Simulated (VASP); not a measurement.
**PtB (relaxed from the rock salt structure, space group Fm-3m): computed properties**

Level of theory: PBE GGA, VASP's PBE PAW potentials (set 64) (plane waves; VASP).

```yaml
space_group: Fm-3m (225)
cell: a = b = c = 4.530 Å, α = β = γ = 90.00°
volume_per_atom: 11.62 Å^3/atom
band gap (over mesh and band path): none (metal, semimetal or under 0.01 eV)
density: 14.71 g/cm³
```

PtB is modelled in the cubic space group Fm-3m (No. 225), the rock salt structure, Pearson symbol cF8. Lattice parameters: a = 4.530 Å, b = 4.530 Å, c = 4.530 Å, α = 90.00°, β = 90.00°, γ = 90.00°. Pt on 4a sees 6 B at 2.265 Å (octahedral). B on 4b is surrounded by 6 Pt at 2.265 Å (octahedral). (Neighbours: up to the widest gap in distance over summed covalent radii, below 1.35, at either atom; cation-cation and far metal-metal contacts left out.)
(The calculation used a cell of 2 atoms; values per cell refer to that cell.)

Unless said otherwise, spin-orbit coupling is left out, though it shifts the bands of the heavy elements here.

The structure was generated: PtB was put into the rock salt type (Fm-3m), which need not be its known phase. It was relaxed first, which changed the volume by -13 %. Symmetry was kept, so distortions that lower it aren't found. The electron count is odd and the run is not spin-polarised, which forces a metal.
